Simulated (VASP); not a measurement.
Data:

```yaml
crystal:
  lattice:
    - [1.78783, -3.09661, 0.00000]
    - [1.78783, 3.09661, 0.00000]
    - [0.00000, 0.00000, 5.51807]
  atoms:
    - { symbol: Er, position: [0.33333, 0.66667, 0.25000] }
    - { symbol: Er, position: [0.66667, 0.33333, 0.75000] }
```

All values below come from PW91 GGA, VASP's PBE PAW potentials (set 64) (plane waves; VASP). Numerical set-up: 520 eV cut-off, Gaussian smearing of 0.050 eV, potentials Er_3.

The 4f electrons are frozen in the core of the lanthanide potential, so 4f levels, which can set the real gap, and their magnetism are missing.

Question: Give the energies of bands 7 to 12 at the high-symmetry points, in eV from the Fermi level.

Answer: 
```csv
band,Γ,M,K,A,L,H
7,-5.45,-2.08,-0.83,-3.79,-1.98,-0.59
8,-2.22,-1.38,-0.83,-3.79,-1.98,-0.59
9,1.19,-0.89,-0.83,1.13,0.11,-0.42
10,1.91,-0.14,-0.49,1.13,0.11,-0.42
11,1.91,1.55,1.24,1.80,1.55,0.51
12,2.44,1.66,1.24,1.80,1.55,0.51
```

It has no gap at this level: it comes out as a metal or semimetal.

The compound is Er in the hcp structure. It was relaxed first.
